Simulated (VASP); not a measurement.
Computed with RPBE GGA, VASP's PBE PAW potentials (set 64) (plane waves; VASP).

VASP input:

### KPOINTS
```
K-points
0
Gamma
  9 9 9
```

### POSCAR
```
HgTe
1
    0.0000000000     3.4127894549     3.4127894549
    3.4127894549     0.0000000000     3.4127894549
    3.4127894549     3.4127894549     0.0000000000
Hg Te
1 1
Direct
  0.0000000000   0.0000000000   0.0000000000
  0.2500000000   0.2500000000   0.2500000000
```

### INCAR
```
# general
SYSTEM   =  HgTe
PREC     =  Accurate
ENCUT    =  520
LREAL    =  .FALSE.
LASPH    =  .TRUE.

# electronic loop
EDIFF    =  1E-7
NELM     =  100
ALGO     =  Normal
LMAXMIX  =  6

# smearing
ISMEAR   =  1
SIGMA    =  0.1

# functional
GGA      =  RP

# ions
ISIF     =  2

# output
LWAVE    =  .FALSE.
LCHARG   =  .FALSE.
```

POTCAR, in this order: Hg Te (PBE.64 set). Program: vasp_std.

### Question
What will the output report for the number of irreducible k-points (NKPTS), largest plane-wave count, number of space-group operations, FFT grid (NGX, NGY, NGZ)?

### Answer

```
Quantity                                       Value
--------------------------------------  ------------
number of irreducible k-points (NKPTS)            35
largest plane-wave count                        2165
number of space-group operations                  24
FFT grid (NGX, NGY, NGZ)                36 × 36 × 36
```

The compound is HgTe in the zinc blende structure. This cell is one point of a volume scan, at 1.03 of the reference volume.
